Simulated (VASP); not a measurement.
# InPd: vacancies and antisites compared, part 4 of 6

Which native defect is cheapest in InPd, and how does that change with the growth condition? The start is a computed cell from the Materials Project.

VASP 6.6.1, plane waves and PAW; the level of theory is named at each step.

So far. Step 5 (Reference Pd): The run ended after 4 ionic steps, 0.002 eV below its first step, once forces and stress met EDIFFG = -0.02. Step 5 (Reference Pd): Energy at zero smearing: -5.97280 eV.

## (6) The defect cell, 53 atoms, defect Pd vacancy

This step: PBEsol; plane waves and PAW (In, Pd) (VASP 6.6.1).

System of this step: In27Pd26. The cell holds 53 atoms: 27 In and 26 Pd. Cell: a = 9.738 Å, b = 9.738 Å, c = 9.738 Å, α = 90.0°, β = 90.0°, γ = 90.0°. It derives from InPd. Nearest the centre at fractional (0.167, 0.167, 0.167): In14 at 2.81 Å, In5 at 2.81 Å, In11 at 2.81 Å, In13 at 2.81 Å, In10 at 2.81 Å, In2 at 2.81 Å, In4 at 2.81 Å, In1 at 2.81 Å.

The host is treated as a metal, since its gap is under 0.3 eV or closed. The run keeps 48 symmetry operations, which cuts the number of k-points but bars distortions that break them. The atoms relax at the host's fixed cell.

Input file INCAR:

```
SYSTEM = In27Pd26
PREC = Normal
ENCUT = 300
EDIFF = 1E-05
NELM = 120
ISMEAR = 1
SIGMA = 0.2
LREAL = Auto
ALGO = Fast
GGA = PS
NBANDS = 208
LASPH = .TRUE.
LORBIT = 11
LWAVE = .FALSE.
LCHARG = .TRUE.
KPAR = 4
NCORE = 2
IBRION = 2
NSW = 50
ISIF = 2
EDIFFG = -0.03
POTIM = 0.4
MAXMIX = 40
ISYM = 2
```

Input file POSCAR:

```
In27Pd26
1.0
    9.7380996528      0.0000000000      0.0000000000
    0.0000000000      9.7380996528      0.0000000000
    0.0000000000      0.0000000000      9.7380996528
In Pd
27 26
Direct
    0.0000000000      0.0000000000      0.0000000000
    0.0000000000      0.0000000000      0.3333333300
    0.0000000000      0.0000000000      0.6666666700
    0.0000000000      0.3333333300      0.0000000000
    0.0000000000      0.3333333300      0.3333333300
    0.0000000000      0.3333333300      0.6666666700
    0.0000000000      0.6666666700      0.0000000000
    0.0000000000      0.6666666700      0.3333333300
    0.0000000000      0.6666666700      0.6666666700
    0.3333333300      0.0000000000      0.0000000000
    0.3333333300      0.0000000000      0.3333333300
    0.3333333300      0.0000000000      0.6666666700
    0.3333333300      0.3333333300      0.0000000000
    0.3333333300      0.3333333300      0.3333333300
    0.3333333300      0.3333333300      0.6666666700
    0.3333333300      0.6666666700      0.0000000000
    0.3333333300      0.6666666700      0.3333333300
    0.3333333300      0.6666666700      0.6666666700
    0.6666666700      0.0000000000      0.0000000000
    0.6666666700      0.0000000000      0.3333333300
    0.6666666700      0.0000000000      0.6666666700
    0.6666666700      0.3333333300      0.0000000000
    0.6666666700      0.3333333300      0.3333333300
    0.6666666700      0.3333333300      0.6666666700
    0.6666666700      0.6666666700      0.0000000000
    0.6666666700      0.6666666700      0.3333333300
    0.6666666700      0.6666666700      0.6666666700
    0.1666666700      0.1666666700      0.5000000000
    0.1666666700      0.1666666700      0.8333333300
    0.1666666700      0.5000000000      0.1666666700
    0.1666666700      0.5000000000      0.5000000000
    0.1666666700      0.5000000000      0.8333333300
    0.1666666700      0.8333333300      0.1666666700
    0.1666666700      0.8333333300      0.5000000000
    0.1666666700      0.8333333300      0.8333333300
    0.5000000000      0.1666666700      0.1666666700
    0.5000000000      0.1666666700      0.5000000000
    0.5000000000      0.1666666700      0.8333333300
    0.5000000000      0.5000000000      0.1666666700
    0.5000000000      0.5000000000      0.5000000000
    0.5000000000      0.5000000000      0.8333333300
    0.5000000000      0.8333333300      0.1666666700
    0.5000000000      0.8333333300      0.5000000000
    0.5000000000      0.8333333300      0.8333333300
    0.8333333300      0.1666666700      0.1666666700
    0.8333333300      0.1666666700      0.5000000000
    0.8333333300      0.1666666700      0.8333333300
    0.8333333300      0.5000000000      0.1666666700
    0.8333333300      0.5000000000      0.5000000000
    0.8333333300      0.5000000000      0.8333333300
    0.8333333300      0.8333333300      0.1666666700
    0.8333333300      0.8333333300      0.5000000000
    0.8333333300      0.8333333300      0.8333333300
```

Input file KPOINTS:

```
Automatic mesh
0
Monkhorst-Pack
3 3 3
0 0 0
```

Potentials, in the order of the species: In and Pd (PBE family, release 64).

Command:

```console
$ mpirun -np 8 vasp_std
```

What it wrote:

```text
[banner, memory and clock lines left out]
running    8 mpi-ranks, on    1 nodes
 distrk:  each k-point on    2 cores,    4 groups
 distr:  one band on    2 cores,    1 groups

 POSCAR found type information on POSCAR InPd
 POSCAR found :  2 types and      53 ions
 [... a notice as in an earlier step ...]

 LDA part: xc-table for (Slater+PW92), standard interpolation
 POSCAR, INCAR and KPOINTS ok, starting setup
 FFT: planning ... GRIDC
 FFT: planning ... GRID_SOFT
 FFT: planning ... GRID
 WAVECAR not read
 entering main loop
       N       E                     dE             d eps       ncg     rms          rms(c)
DAV:   1     0.139938008278E+04    0.13994E+04   -0.10649E+05  1664   0.931E+02
DAV:   2    -0.185644286868E+03   -0.15850E+04   -0.15028E+04  1824   0.231E+02
DAV:   3    -0.269210742365E+03   -0.83566E+02   -0.80546E+02  1912   0.494E+01
DAV:   4    -0.271577946191E+03   -0.23672E+01   -0.23368E+01  2008   0.814E+00
DAV:   5    -0.271653515837E+03   -0.75570E-01   -0.75398E-01  1920   0.138E+00    0.359E+01
RMM:   6    -0.266158590433E+03    0.54949E+01   -0.16210E+01  1664   0.917E+00    0.181E+01
RMM:   7    -0.264230452802E+03    0.19281E+01   -0.23308E+00  1664   0.274E+00    0.681E+00
RMM:   8    -0.263815626534E+03    0.41483E+00   -0.96932E-01  1668   0.188E+00    0.211E+00
RMM:   9    -0.263825400292E+03   -0.97738E-02   -0.17240E-01  1711   0.562E-01    0.197E+00
RMM:  10    -0.263826595828E+03   -0.11955E-02   -0.40248E-02  1691   0.327E-01    0.826E-01
RMM:  11    -0.263820464088E+03    0.61317E-02   -0.19680E-02  1667   0.224E-01    0.177E-01
RMM:  12    -0.263820773417E+03   -0.30933E-03   -0.57302E-03  1757   0.113E-01    0.135E-01
RMM:  13    -0.263820866013E+03   -0.92596E-04   -0.12520E-03  1789   0.514E-02    0.778E-02
RMM:  14    -0.263820866742E+03   -0.72889E-06   -0.25179E-04  1744   0.233E-02    0.357E-02
RMM:  15    -0.263820856423E+03    0.10319E-04   -0.41822E-05  1191   0.103E-02    0.624E-03
RMM:  16    -0.263820856381E+03    0.42299E-07   -0.97280E-06   974   0.527E-03
   1 F= -.26382086E+03 E0= -.26383611E+03  d E =-.263821E+03
 curvature:   0.00 expect dE= 0.000E+00 dE for cont linesearch  0.000E+00
 trial: gam= 0.00000 g(F)=  0.434E-01 g(S)=  0.000E+00 ort = 0.000E+00 (trialstep = 0.100E+01)
 search vector abs. value=  0.434E-01
 bond charge predicted
       N       E                     dE             d eps       ncg     rms          rms(c)
DAV:   1    -0.263857737561E+03   -0.36881E-01   -0.11193E+00  1832   0.192E+00    0.305E-01
RMM:   2    -0.263859645324E+03   -0.19078E-02   -0.25322E-02  1665   0.341E-01    0.784E-02
RMM:   3    -0.263860050871E+03   -0.40555E-03   -0.45667E-03  1708   0.142E-01    0.955E-02
RMM:   4    -0.263860103312E+03   -0.52440E-04   -0.91036E-04  1727   0.631E-02    0.502E-02
RMM:   5    -0.263860103673E+03   -0.36122E-06   -0.24709E-04  1669   0.335E-02    0.221E-02
RMM:   6    -0.263860105855E+03   -0.21826E-05   -0.63896E-05  1514   0.168E-02
   2 F= -.26386011E+03 E0= -.26387429E+03  d E =-.392495E-01
[... from here on, the cycles between the ionic steps are left out ...]
   3 F= -.26391954E+03 E0= -.26392967E+03  d E =-.986885E-01
   4 F= -.26392055E+03 E0= -.26392995E+03  d E =-.996953E-01
   5 F= -.26393546E+03 E0= -.26394412E+03  d E =-.149100E-01
   6 F= -.26396730E+03 E0= -.26397336E+03  d E =-.467523E-01
   7 F= -.26394791E+03 E0= -.26394925E+03  d E =-.273623E-01
   8 F= -.26397430E+03 E0= -.26397865E+03  d E =-.537508E-01
   9 F= -.26397397E+03 E0= -.26397783E+03  d E =-.534229E-01
  10 F= -.26397435E+03 E0= -.26397850E+03  d E =-.537974E-01
  11 F= -.26397951E+03 E0= -.26398350E+03  d E =-.515779E-02
  12 F= -.26397955E+03 E0= -.26398354E+03  d E =-.520318E-02
  13 F= -.26398322E+03 E0= -.26398729E+03  d E =-.366324E-02
  14 F= -.26398213E+03 E0= -.26398644E+03  d E =-.257511E-02
 curvature: -11.36 expect dE=-0.225E-01 dE for cont linesearch -0.150E-01
 ZBRENT: interpolating
 opt :   7.6667  next Energy=  -263.985082 (dE=-0.553E-02)
 bond charge predicted
       N       E                     dE             d eps       ncg     rms          rms(c)
DAV:   1    -0.263975488542E+03    0.66446E-02   -0.91199E+00  1664   0.533E+00    0.377E-01
RMM:   2    -0.263983545096E+03   -0.80566E-02   -0.80146E-02  1664   0.722E-01    0.172E-01
RMM:   3    -0.263985198208E+03   -0.16531E-02   -0.18553E-02  1678   0.294E-01    0.549E-02
RMM:   4    -0.263985607739E+03   -0.40953E-03   -0.42261E-03  1831   0.128E-01    0.185E-02
RMM:   5    -0.263985713898E+03   -0.10616E-03   -0.11002E-03  1632   0.598E-02    0.156E-02
RMM:   6    -0.263985731144E+03   -0.17245E-04   -0.19985E-04  1422   0.257E-02    0.149E-02
RMM:   7    -0.263985736394E+03   -0.52506E-05   -0.67786E-05  1337   0.137E-02
  15 F= -.26398574E+03 E0= -.26398997E+03  d E =-.618411E-02
 curvature:  -1.41 expect dE=-0.515E-03 dE for cont linesearch -0.183E-03
 trial: gam=-0.04642 g(F)=  0.364E-03 g(S)=  0.000E+00 ort = 0.426E-03 (trialstep = 0.433E+01)
 search vector abs. value=  0.327E-03
 reached required accuracy - stopping structural energy minimisation
```

Run time: 12 min. Hardware: 8 MPI ranks of AMD EPYC 7R13 (Zen 3), shared host; peak memory 2.3 GiB.

OUTCAR, selected parts (step 6):

```text
   k-points           NKPTS =      4   k-points in BZ     NKDIM =      4   number of bands    NBANDS=    208

   NELECT =     341.0000    total number of electrons

 E-fermi :   8.6482

 k-point     1 :       0.0000    0.0000    0.0000
  band No.  band energies     occupation
    ...
    168       8.3833      2.06824
    169       8.5210      1.87117
    170       8.5210      1.87117
    171       8.5210      1.87117
    172       8.6939      0.62479
    173       8.7125      0.48601
    174       8.7125      0.48601
    175       8.7125      0.48601
    176      10.2146     -0.00000
    177      10.2146     -0.00000
    ...

  Total       -2.4736277     -2.4736277     -2.4736277      0.0000000      0.0000000      0.0000000
  in kB       -4.2916300     -4.2916300     -4.2916300      0.0000000      0.0000000      0.0000000
  external PRESSURE =      -4.2916300 kB  Pullay stress =       0.0000000 kB

 POSITION                                       TOTAL-FORCE (eV/Angst)
 -----------------------------------------------------------------------------------
      0.04072      0.04072      0.04072        -0.003390     -0.003390     -0.003390
      0.04072      0.04072      3.20531        -0.003390     -0.003390      0.003390
      9.71719      9.71719      6.49207         0.006635      0.006635      0.000000
      0.04072      3.20531      0.04072        -0.003390      0.003390     -0.003390
      0.04072      3.20531      3.20531        -0.003390      0.003390      0.003390
      9.71719      3.26695      6.49207         0.006635     -0.006635      0.000000
      9.71719      6.49207      9.71719         0.006635      0.000000      0.006635
      9.71719      6.49207      3.26695         0.006635      0.000000     -0.006635
      0.04283      6.49207      6.49207         0.025471      0.000000      0.000000
      3.20531      0.04072      0.04072         0.003390     -0.003390     -0.003390
      3.20531      0.04072      3.20531         0.003390     -0.003390      0.003390
      3.26695      9.71719      6.49207        -0.006635      0.006635      0.000000
      3.20531      3.20531      0.04072         0.003390      0.003390     -0.003390
      3.20531      3.20531      3.20531         0.003390      0.003390      0.003390
      3.26695      3.26695      6.49207        -0.006635     -0.006635      0.000000
      3.26695      6.49207      9.71719        -0.006635      0.000000      0.006635
      3.26695      6.49207      3.26695        -0.006635      0.000000     -0.006635
      3.20321      6.49207      6.49207        -0.025471      0.000000      0.000000
      6.49207      9.71719      9.71719        -0.000000      0.006635      0.006635
      6.49207      9.71719      3.26695        -0.000000      0.006635     -0.006635
      6.49207      0.04283      6.49207        -0.000000      0.025471      0.000000
      6.49207      3.26695      9.71719        -0.000000     -0.006635      0.006635
      6.49207      3.26695      3.26695        -0.000000     -0.006635     -0.006635
      6.49207      3.20321      6.49207        -0.000000     -0.025471      0.000000
[...]
-----------------------------------------------------------------------------------
    total drift:                                0.000043      0.000100      0.000060

  FREE ENERGIE OF THE ION-ELECTRON SYSTEM (eV)
  ---------------------------------------------------
  free  energy   TOTEN  =      -263.9857363941 eV

  energy  without entropy=     -263.9984256638  energy(sigma->0) =     -263.98996615

[... 6 parts as in an earlier step ...]

[... 9 further parts left out ...]
```

Relaxation path:

| step | energy less that of the first step (eV) | largest force (eV/Å) |
| --- | --- | --- |
| 1 | 0.0000 | 0.3531 |
| 2 | -0.0392 | 0.2886 |
| 3 | -0.0987 | 0.0928 |
| 4 | -0.0997 | 0.0943 |
| 5 | -0.1146 | 0.0904 |
| 6 | -0.1464 | 0.0754 |
| 7 | -0.1271 | 0.1235 |
| 8 | -0.1534 | 0.0705 |
| 9 | -0.1531 | 0.0741 |
| 10 | -0.1535 | 0.0665 |
| 11 | -0.1587 | 0.0488 |
| 12 | -0.1587 | 0.0391 |
| 13 | -0.1624 | 0.0344 |
| 14 | -0.1613 | 0.0480 |
| 15 | -0.1649 | 0.0255 |

The atoms that moved most (Å):

| atom | dx | dy | dz | length |
| --- | --- | --- | --- | --- |
| In1 | 0.041 | 0.041 | 0.041 | 0.071 |
| In2 | 0.041 | 0.041 | -0.041 | 0.071 |
| In4 | 0.041 | -0.041 | 0.041 | 0.071 |
| In10 | -0.041 | 0.041 | 0.041 | 0.071 |
| In11 | -0.041 | 0.041 | -0.041 | 0.071 |
| In13 | -0.041 | -0.041 | 0.041 | 0.071 |
| In5 | 0.041 | -0.041 | -0.041 | 0.071 |
| In14 | -0.041 | -0.041 | -0.041 | 0.071 |

This step gave:

- electronic cycles: 140
- electrons: 341
- free energy (TOTEN): -263.9857 eV
- energy at zero smearing: -263.9900 eV
- Fermi energy: 8.648 eV

Valence density in the ac plane at fractional y = 0.167, through the centre, with atoms of Pd within 0.45 Å of it. It is the smooth field of the valence electrons, not physical close to the nuclei.

Ten even steps from '_' (0.0 e/Å³) to '@' (5.5 e/Å³), each cell a mean:
```
______________________________________________________
________....____________......____________......______
____..::====..________..--++==::________..--++++::____
____::++@@%%--..______::**@@%%--________..++@@%%==..__
____..++%%##--..______..++##**::________..==##**--..__
______::----..__________..::::..__________..::::..____
______________________________________________________
______________________________________________________
______________________________________________________
______......______________....______________....______
____..--++++::________..--==--..__________::====::____
____::++@@%%--..______::**@@##--________..++@@%%==..__
____..==##**::________::++%%**--________..==%%##--..__
______..::::..__________::--::..__________::----..____
______________________________________________________
______________________________________________________
______________________________________________________
__________________________....____________......______
______________________..::++==::________..--++==..____
______________________..++@@%%==..______::**@@##--____
______________________..==####--..______..++%%**::____
________________________..::::..__________::--::..____
______________________________________________________
______________________________________________________
```
Columns run along a (9.7 Å), rows up along c (9.7 Å). Atoms in or near the plane, at fractional coordinates: Pd at (0.17, 0.50), Pd at (0.17, 0.83), Pd at (0.50, 0.17), Pd at (0.50, 0.50), Pd at (0.50, 0.84), Pd at (0.83, 0.17), Pd at (0.84, 0.50), Pd at (0.84, 0.84).

The run ended after 15 ionic steps, 0.165 eV below its first step, once the forces on the free atoms met EDIFFG = -0.03.

The 8 first neighbours (In) lie 2.81 Å from the site in the perfect crystal and 2.74 Å on average after the relaxation (-2.5 %).

## (7) Energies of this defect, 53 atoms, defect vacancy, element Pd

This step: point defect, PBEsol; plane waves and PAW (VASP 6.6.1).

This step runs nothing: it gathers the runs above.

This step gave:

- formation energy of the neutral defect: 0.7882 eV
- host formation enthalpy: -0.5419 eV/atom

Formation energy:

| formation energy (eV) | largest move (Å) |
| --- | --- |
| 0.7882 | 0.07053 |

E_f is E(defect cell) less E(perfect cell), corrected for the atoms exchanged with their references.

References, in eV an atom: In -2.971 (crystal I4/mmm) and Pd -5.973 (crystal Fm-3m). They were run at the supercell's cutoff and functional, without U, and count both elements from their own phases.

The formation energy is 0.788 eV, and the largest move of an atom 0.07 Å.

(Continued in part 5 of 6.)

[Lines on the potential files, build, host, timing and source positions are cut from VASP's logs without a mark.]

[Logs are printed without paths, hosts, clocks, repeated set-up lines and the standing remarks that a program may print on its own settings, such as how far it seeks lower states.]

[Hosts, paths, dates, database ids (printed as entryN), source tags and the programs' standing remarks are cut or masked in the printed files.]

[In band tables of VASP the shares of atoms and orbitals are scaled to a sum of 1 inside the atoms' spheres.]

[Runs that stopped without an error message from VASP are left out.]
